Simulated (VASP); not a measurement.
The system is PtSe2.

```xyz
3
Lattice="3.7240 0.0000 0.0000 -1.8620 3.2251 0.0000 0.0000 0.0000 5.1430" Properties=species:S:1:pos:R:3 pbc="T T T"
Pt    0.0000    0.0000    0.0000
Se    0.0000    2.1501    1.2655
Se    1.8620    1.0750    3.8775
```

* Program: VASP 6.6.1
* Task: relaxation of the atoms
* Functional: PBE
* Dispersion: D3(BJ)
* Potentials or basis: VASP PAW PBE potentials, release 64 (Pt, Se)
* Cutoff: 520 eV
* k mesh: 10 × 10 × 8
* Occupations: gaussian, width 0.05 eV
* Spin: no spin polarisation

At the start: pressure 3.1 GPa; volume 20.59 Å³/atom.

Task: Where does the relaxation end?

Result: Over 3 steps the energy falls by 10.4 meV/atom; space group P-3m1 (No. 164, to 0.05 Å).

The path:
| step | energy change (eV) | largest force (eV/Å) | pressure (GPa) |
| --- | --- | --- | --- |
| 1 | 0.0000 | 0.6161 | 3.15 |
| 2 | -0.0256 | 0.2521 | 1.25 |
| 3 | -0.0312 | 0.0034 | -0.14 |

Final structure:
```yaml
crystal:
  lattice:
    - [3.72400, 0.00000, 0.00000]
    - [-1.86200, 3.22508, 0.00000]
    - [0.00000, 0.00000, 5.14299]
  atoms:
    - { symbol: Pt, position: [0.00000, 0.00000, 0.00000] }
    - { symbol: Se, position: [0.33333, 0.66667, 0.25626] }
    - { symbol: Se, position: [0.66667, 0.33333, 0.74374] }
```

Caveat: pairwise dispersion overbinds metals, which lowers pressure and volume.
